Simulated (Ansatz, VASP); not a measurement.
## Sb2Te2Pt (1T-PtTe2 under antimonene, AB) in two plane-wave programs

Aim: how closely do two programs agree when they are given the same cell, functional and k mesh? The structure shown is the start of the Ansatz relaxation below; VASP solves that cell, so the two are compared at the walk's first step.

Calculated with Ansatz 0.2.0; plane waves, with VASP 6.6.1 beside it; single point at PBE with D3(BJ).

## (1) The starting structure

The cell holds 5 atoms: 2 Te, 1 Pt and 2 Sb. Its edges and angles: a = 4.070 Å, b = 4.070 Å, c = 45.448 Å, α = 90.0°, β = 90.0°, γ = 120.0°. Vacuum lies along c.

## (2) Ansatz: relaxation, PBE with D3(BJ)

Ansatz runs on its default PAW (the set named soft_2) files.

The two programs are compared at the cell with which this relaxation starts, whose forces are those of its first step.

Contents of input.yaml:

```yaml
crystal:
  lattice:
    - [4.07, 0.0, 0.0]
    - [-2.035, 3.5247233934, 0.0]
    - [0.0, 0.0, 45.4483267759]
  atoms:
    - { symbol: Te, position: [0.6666666667, 0.3333333333, 0.4202574958] }
    - { symbol: Pt, position: [0.0, 0.0, 0.4471927754] }
    - { symbol: Te, position: [0.3333333333, 0.6666666667, 0.474128055] }
    - { symbol: Sb, position: [0.0, 0.0, 0.5434375373] }
    - { symbol: Sb, position: [0.6666666667, 0.3333333333, 0.5797425042] }
  periodic: [true, true, false]
kpoints:
  mp_grid: { grid: [12, 12, 1] }
hamiltonian:
  xc: pbe
  dispersion: d3bj
scf:
  occupations: { method: fermi_dirac, width: 0.05 }
  convergence: { dr2_threshold: 1.0e-09 }
relax:
  f_tol: 0.004
  max_steps: 90
  cell: {}
output:
  write_potential: true
  write_density: true
  volumetric_format: npy
```

Started as:

```
$ ansatz run input.yaml --threads 2 --pin off --max-ram 3072MiB --backend cpu --events-out ev --progress --plain --runs-dir out
```

Numbers of over 12 decimals in the logs are rounded to 6 here.

Log:

```text
Warning: relax.cell: scf.convergence.dr2_threshold = 1e-9 eV is looser than the 1.68064528465e-10 eV advised for a relaxation that steers and ends on the stress (1e-10 eV for each atom of the cell: 5, times the square of relax.cell.stress_2d_tol = 0.05 N/m over 17.2 Å (the atoms' height at the walk's start and 5 Å past either face), 2.899e-2 GPa, over a crystal's default 0.05). What an SCF threshold leaves in a stress goes as its square root, and in the free energy as the threshold itself, and one threshold admits the most on a small cell: [figures from the program's tests cut] Set scf.convergence.dr2_threshold to 1.68064528465e-10 eV or tighter. [rest of the remark cut]
Engine: ansatz 0.2.0, x86_64-unknown-linux-gnu
Pseudopotentials: kind: paw
Pseudopotential: Te, paw, valence charge 16, recommended cutoff 420 eV (normal), Te.paw.azcp
Pseudopotential: Pt, paw, valence charge 18, recommended cutoff 420 eV (normal), Pt.paw.azcp
Pseudopotential: Sb, paw, valence charge 15, recommended cutoff 420 eV (normal), Sb.paw.azcp
Functional definition: PBE
  parameter kappa = 0.804
  parameter beta = 0.066725
  exchange = pbe_x(kappa = kappa, mu = beta*pi^2/3)
  correlation = pbe_c(beta = beta)
Crystal: 5 atoms, lattice volume = 651.985 Å³
Basis set: ecut = 420 eV, 12715 PW (Γ), exchange–correlation on 60×60×640 points (8 copies of the dense FFT grid, shifted against one another)
Bands: 48, of which v1, the nominal top of the filled ones, is band 40 counted from 1 (39 counted from 0)
Symmetry: 6 space group operations
Space group: P3m1 (ITA 156), of the structure as read, at distance tolerance 8.7e-5 Å
k-points: 19 of 144 (time reversal used)
Non-local potential: Te, projectors of the file, l = 0: 2, l = 1: 2, l = 2: 2, l = 3: 2
Non-local potential: Pt, projectors of the file, l = 0: 3, l = 1: 2, l = 2: 2, l = 3: 1
Non-local potential: Sb, projectors of the file, l = 0: 2, l = 1: 2, l = 2: 2, l = 3: 2
PAW form: soft (Blöchl's): semilocal exchange-correlation on the pseudo side does not see the compensation charge
PAW one-centre angular grid: Te, 590 points (default); XC on 64 Gauss nodes
PAW one-centre angular grid: Pt, 590 points (default); XC on 64 Gauss nodes
PAW one-centre angular grid: Sb, 590 points (default); XC on 64 Gauss nodes
Initial density: superposition of atomic densities (neutral atoms: chi_scale 0, normalization atom), corrected by the library's trained network
Initial wavefunctions: pseudopotential atomic-orbital guess
Functional: x = pbe(κ = 0.804, μ = 0.219515), c = pbe(β = 0.066725)
SCF iter   1: F=—  HF=-39454.516268 eV  |F-HF|=—  |Δ(HF+E_count)|=         —  Δρ=1.10e-3  dr2=3.21e-2  ethr=1.77e-3  ⟨swp⟩=19.3  Hψ=6262  notcnv=0  defer=3
preconditioner: auto → LDOS  [insulator: Δε(μ)=0.305 eV  Ē_g=8.180 eV  σ=0.050 eV  W_gap=0.91  n_scr=92 (ndim 8)  ℏωp=8.2 eV  f_vac=0.753  D(μ)=0.19/eV (n_scr^D=2)  ε∞_Penn≈2.0  β→1.0]
SCF iter   2: F=—  HF=-39454.524364 eV  |F-HF|=—  |Δ(HF+E_count)|=   8.10e-3  Δρ=1.52e-3  dr2=1.46e-1  ethr=4.02e-5  ⟨swp⟩=4.9  Hψ=2735  notcnv=0  defer=34
SCF iter   3: F=—  HF=-39454.512556 eV  |F-HF|=—  |Δ(HF+E_count)|=   1.18e-2  Δρ=6.42e-4  dr2=2.87e-2  ethr=4.02e-5  ⟨swp⟩=4.5  Hψ=1796  notcnv=0  defer=34
SCF iter   4: F=—  HF=-39454.509296 eV  |F-HF|=—  |Δ(HF+E_count)|=   3.26e-3  Δρ=1.35e-4  dr2=6.95e-4  ethr=3.59e-5  ⟨swp⟩=2.3  Hψ=1099  notcnv=0  defer=34
SCF iter   5: F=—  HF=-39454.509380 eV  |F-HF|=—  |Δ(HF+E_count)|=   8.40e-5  Δρ=1.08e-4  dr2=1.34e-4  ethr=8.69e-7  ⟨swp⟩=3.5  Hψ=1926  notcnv=0  defer=34
SCF iter   6: F=—  HF=-39454.509362 eV  |F-HF|=—  |Δ(HF+E_count)|=   1.76e-5  Δρ=3.27e-5  dr2=9.11e-6  ethr=1.67e-7  ⟨swp⟩=3.6  Hψ=1768  notcnv=0  defer=34
SCF iter   7: F=—  HF=-39454.509382 eV  |F-HF|=—  |Δ(HF+E_count)|=   1.94e-5  Δρ=1.53e-5  dr2=5.41e-6  ethr=1.14e-8  ⟨swp⟩=3.3  Hψ=1892  notcnv=0  defer=34
SCF iter   8: F=—  HF=-39454.509470 eV  |F-HF|=—  |Δ(HF+E_count)|=   8.81e-5  Δρ=4.71e-6  dr2=2.46e-7  ethr=6.76e-9  ⟨swp⟩=2.9  Hψ=1342  notcnv=0  defer=34
SCF iter   9: F=—  HF=-39454.509470 eV  |F-HF|=—  |Δ(HF+E_count)|=   6.98e-8  Δρ=1.73e-6  dr2=3.13e-8  ethr=3.08e-10  ⟨swp⟩=3.2  Hψ=1784  notcnv=0  defer=34
SCF iter  10: F=—  HF=-39454.509470 eV  |F-HF|=—  |Δ(HF+E_count)|=   2.75e-8  Δρ=6.05e-7  dr2=2.11e-9  ethr=3.91e-11  ⟨swp⟩=3.9  Hψ=1976  notcnv=0  defer=34
[...]
Initial wavefunctions: pseudopotential atomic-orbital guess (no wavefunctions were taken with the density)
iter 1 solved again at ethr=1.31e-6 eV; its pass at ethr=3.10e-3 eV (dr2=1.04e-3 eV) is discarded
SCF iter   1: F=—  HF=-39454.774850 eV  |F-HF|=—  |Δ(HF+E_count)|=         —  Δρ=1.55e-5  dr2=2.84e-7  ethr=1.31e-6  ⟨swp⟩=6.3  Hψ=9420  notcnv=0
eigensolver tolerance schedule: the retry pair's looser diagonalisation over-reported the residual by 3672.59 of it (diagonalisation noise at an unbounded share of the residual, at the tolerance the schedule requests for it); recorded, not acted on — ethr = c·dr2/N_el stays at c = 1.0e-1
preconditioner: auto → LDOS  [metal: Δε(μ)=0.022 eV  Ē_g=8.008 eV  σ=0.050 eV  W_gap=0.11  n_scr=92 (ndim 8)  ℏωp=8.3 eV  f_vac=0.755  D(μ)=1.95/eV (n_scr^D=10)  β→1.0]
SCF iter   2: F=—  HF=-39454.774950 eV  |F-HF|=—  |Δ(HF+E_count)|=   1.01e-4  Δρ=5.63e-6  dr2=1.88e-7  ethr=3.55e-10  ⟨swp⟩=5.3  Hψ=3073  notcnv=0
SCF iter   3: F=—  HF=-39454.774950 eV  |F-HF|=—  |Δ(HF+E_count)|=   7.12e-8  Δρ=1.27e-6  dr2=6.66e-9  ethr=2.35e-10  ⟨swp⟩=2.6  Hψ=1676  notcnv=0
SCF iter   4: F=—  HF=-39454.774950 eV  |F-HF|=—  |Δ(HF+E_count)|=   2.39e-8  Δρ=5.16e-7  dr2=2.61e-9  ethr=8.32e-12  ⟨swp⟩=3.8  Hψ=2113  notcnv=0
SCF iter   5: F=-39454.774950 eV  HF=-39454.774950 eV  |F-HF|=2.18e-9  |Δ(HF+E_count)|=   1.58e-9  Δρ=7.83e-8  dr2=7.69e-11  ethr=1.25e-12  ⟨swp⟩=16.3  Hψ=8235  notcnv=0
SCF 7 converged in 5 iterations: F = -39454.774950 eV  dr2 = 7.69e-11
relax step   7: F+E_penalty+E_count = -39454.77495020 eV  Δ(F+E_penalty+E_count) = +7.142e-4 eV  max|allowed force component| = 2.710e-3 eV/Å  Δτ_max = 0.0000 Å  P = +0.007 N/m  Ω = 637.862 Å³  fix = [c, alpha, beta]  reactions: c +0.000 N/m  stress off target by 7.35e-3 N/m on what of the cell is left free  SCF on the basis re-selected at this cell (its energy is not comparable with the rows above)  (5 SCF iters)
basis re-selected at this cell: Δ(F+E_penalty+E_count) = +7.142e-4 eV, ΔP = +0.001 N/m vs the last step (what re-selecting the basis moved, of the pressure what is left beyond the Pulay correction that the steps carried, after the strain that the cell walked since its last selection, with what the two solves' SCF thresholds leave and, on support functions, any second-order correction that the steps lacked; it is no measure of the basis error at this ecutwfc). The dense FFT grid was sized anew with the basis: this SCF ran on 27×27×320 points, the steps before it on 30×30×320, so part of this shift can come from that change (see relax.cell in the input reference). [rest of the remark cut]
WARN: The output density's exchange-correlation potential varies sharply where the density is thin. Do not read a vacuum level from v_tot or v_xc, or from such a field of the output density. On a cell that repeats whose density bears no net charge and no dipole along the vacuum's axis use v_es (v_loc + v_h of the components); under efield.dipole_correction with no amplitude use v_es + v_field, which holds any externa [...]
SCF converged after 5 iterations
Free energy (F): -39454.774950 eV
Harris-Foulkes:  -39454.774950 eV  (|F-HF|=2.18e-9)
Internal energy: -39454.759110 eV  (E = F + TS)
E sigma→0 (E₀):  -39454.767030 eV
Entropy (-TS):   -0.015841 eV (-3.168 meV/atom)
Fermi energy:    -4.087361 eV
--- Per-component energies (eV) ---
  E_band       = -2353.502736
  E_kinetic    = 1413.707743
  E_local      = -352885.678142  (includes V_loc(G=0)·N_el)
  E_nonlocal   = 302.918081
  E_hartree    = 175778.746106
  E_xc         = -787.465973
  E_vxc        = -703.802275  (∫ρ·V_xc dr)
  E_paw        = -27929.802723  (= ΣΔE_a)
  E_vpaw       = -2038.142331  (= ΣTr[D̂ρ^β])
  E_aug_tail   = -0.000135  (compensation charges beyond the density's cutoff)
  E_ewald      = 164654.790257
  E_disp       = -1.974322  (pairwise vdW)
  E_smearing   = -0.015841  (= −TS)
  E_closure    = 0.000000  (closes the sum)
  Σ components = -39454.774950   (vs F -39454.774950, Δ=0.00e0)
--- Forces (eV/Å), atoms counted from 1 ---
  atom   1  Te     0.00000000     0.00000000    -0.00271007
  atom   2  Pt     0.00000000    -0.00000000     0.00225517
  atom   3  Te     0.00000000    -0.00000000    -0.00220683
  atom   4  Sb     0.00000000     0.00000000     0.00103718
  atom   5  Sb     0.00000000    -0.00000000     0.00162493
  max |Σ_I F_I| component: 3.81e-7 eV/Å
--- 2D stress c σ (N/m, compression-positive) ---
        0.007351       0.000000      -0.000000
        0.000000       0.007351       0.000000
       -0.000000       0.000000       0.000000
  P = ½ c Tr σ = 0.0074 N/m
--- Band table (eV; the first three rows and the last of 19) ---
  k-point 0: bands = [... 36 lower, -4.9474, -4.6106, -4.6106, -4.2579, -2.5770, -2.5770, -2.5083, -1.8453, ... 4 higher]
  k-point 1: bands = [... 36 lower, -5.0783, -5.0670, -4.7253, -4.0136, -3.0657, -2.6605, -2.2823, -1.7390, ... 4 higher]
  k-point 2: bands = [... 36 lower, -5.4432, -5.3001, -4.9910, -4.4626, -3.4885, -2.8256, -2.6196, -1.4052, ... 4 higher]
  k-point 18: bands = [... 36 lower, -6.9331, -6.4905, -6.2933, -6.1905, -4.0759, -3.8623, -2.6494, -1.4424, ... 4 higher]
  the weakly bound empty levels are not read free of the cell's end (no_gap_told)
--- Relaxed structure (6 steps of the walk, 6 accepted, 1 SCFs on fresh bases) ---
  F+E_penalty+E_count = -39454.77495020 eV   max|allowed force component| = 2.710e-3 eV/Å   (the final SCF, on the basis selected at the relaxed cell)
  cell:  # Å, volume = 637.8616 Å³
    - [4.025677, 0, 0]
    - [-2.012839, 3.486339, 0]
    - [0, 0, 45.4483267759]
  atoms:
    - { symbol: Te, position: [0.666667, 0.333333, 0.419342] }
    - { symbol: Pt, position: [-2.3037126201159776e-17, -1.350771034324479e-17, 0.449907] }
    - { symbol: Te, position: [0.333333, 0.666667, 0.480437] }
    - { symbol: Sb, position: [-2.4694627783527998e-17, -1.6822713507981233e-17, 0.539205] }
    - { symbol: Sb, position: [0.666667, 0.333333, 0.575867] }
```

## (3) VASP: single point, PBE with D3(BJ), start cell

The same cell, functional, mesh and smearing now go to VASP, with its own data sets.

Lines of VASP's logs that name or quote its potential files are left out, and so is its time.

Contents of INCAR:

```
SYSTEM = Sb2Te2Pt
PREC = Accurate
ENCUT = 400
EDIFF = 1E-06
NELM = 120
ISMEAR = -1
SIGMA = 0.05
LREAL = .FALSE.
ALGO = Normal
GGA = PE
IVDW = 12
NBANDS = 22
LASPH = .TRUE.
LORBIT = 11
LWAVE = .FALSE.
LCHARG = .FALSE.
ISIF = 2
LDIPOL = .TRUE.
IDIPOL = 3
DIPOL = 0.5 0.5 0.493
LVHAR = .TRUE.
GGA_COMPAT = .FALSE.
NELMDL = -8
KPAR = 2
```

Contents of POSCAR:

```
Sb2Te2Pt
1.0
    4.0700000000      0.0000000000      0.0000000000
   -2.0350000000      3.5247230000      0.0000000000
    0.0000000000      0.0000000000     45.4483270000
Te Pt Sb
2 1 2
Direct
    0.6666667140      0.3333334279      0.4202574937
    0.3333334279      0.6666668558      0.4741280576
    0.0000000000      0.0000000000      0.4471927647
    0.0000000000      0.0000000000      0.5434375395
    0.6666667140      0.3333334279      0.5797425063
```

Contents of KPOINTS:

```
Automatic mesh
0
Gamma
12 12 1
0 0 0
```

Potentials, in the order of the species: Te, Pt and Sb (PBE family, release 64).

Started as:

```
$ mpirun -np 2 vasp_std
```

Log:

```text
[banner, memory and clock lines left out]
running    2 mpi-ranks, on    1 nodes
 distrk:  each k-point on    1 cores,    2 groups
 distr:  one band on    1 cores,    1 groups

 POSCAR found type information on POSCAR TePtSb
 POSCAR found :  3 types and       5 ions
 LDA part: xc-table for (Slater+PW92), standard interpolation
 POSCAR, INCAR and KPOINTS ok, starting setup
 FFT: planning ... GRIDC
 FFT: planning ... GRID_SOFT
 FFT: planning ... GRID
 WAVECAR not read
 entering main loop
       N       E                     dE             d eps       ncg     rms          rms(c)
DAV:   1     0.223466560275E+03    0.22347E+03   -0.77595E+03   836   0.798E+02
DAV:   2     0.116287205418E+02   -0.21184E+03   -0.20137E+03  1300   0.153E+02
DAV:   3    -0.207749969704E+02   -0.32404E+02   -0.31287E+02  1088   0.696E+01
DAV:   4    -0.219136371140E+02   -0.11386E+01   -0.11252E+01  1184   0.151E+01
DAV:   5    -0.219378774433E+02   -0.24240E-01   -0.24224E-01  1166   0.252E+00
DAV:   6    -0.219386937023E+02   -0.81626E-03   -0.81618E-03  1204   0.382E-01
DAV:   7    -0.219387274424E+02   -0.33740E-04   -0.33740E-04  1200   0.785E-02
DAV:   8    -0.219387289416E+02   -0.14992E-05   -0.14991E-05  1058   0.146E-02    0.135E+01
DAV:   9    -0.215576098386E+02    0.38112E+00   -0.22663E+00   926   0.143E+01    0.961E+00
DAV:  10    -0.214952711986E+02    0.62339E-01   -0.99782E-01   938   0.100E+01    0.334E+00
DAV:  11    -0.213943837585E+02    0.10089E+00   -0.16109E-01   992   0.485E+00    0.824E-01
DAV:  12    -0.213914702749E+02    0.29135E-02   -0.67590E-02   950   0.177E+00    0.280E-01
DAV:  13    -0.213918761394E+02   -0.40586E-03   -0.72648E-03   992   0.557E-01    0.233E-01
DAV:  14    -0.213919651951E+02   -0.89056E-04   -0.12012E-03  1142   0.205E-01    0.135E-01
[...]
DAV:  21    -0.213920769409E+02   -0.21141E-04   -0.22365E-06   756   0.607E-03    0.208E-03
DAV:  22    -0.213920875964E+02   -0.10656E-04   -0.12441E-06   752   0.300E-03    0.139E-03
DAV:  23    -0.213920937372E+02   -0.61407E-05   -0.12431E-07   644   0.151E-03    0.947E-04
DAV:  24    -0.213920998701E+02   -0.61330E-05   -0.20313E-07   678   0.142E-03    0.464E-04
DAV:  25    -0.213921038812E+02   -0.40110E-05   -0.61551E-08   606   0.880E-04    0.396E-04
DAV:  26    -0.213921054161E+02   -0.15350E-05   -0.45457E-08   594   0.683E-04    0.459E-04
DAV:  27    -0.213921065666E+02   -0.11505E-05   -0.17954E-08   562   0.340E-04    0.227E-04
DAV:  28    -0.213921068030E+02   -0.23638E-06   -0.38068E-09   520   0.160E-04
   1 F= -.23267591E+02 E0= -.23266177E+02  d E =-.282836E-02
```

(Continued in part 2 of 2.)

[Lines on the potential files, build, host, timing and source positions are cut from VASP's logs without a mark.]

[Logs are printed without paths, hosts, clocks, repeated set-up lines and the standing remarks that a program may print on its own settings, such as how far it seeks lower states.]

[Hosts, paths, dates, database ids (printed as entryN), source tags and the programs' standing remarks are cut or masked in the printed files.]
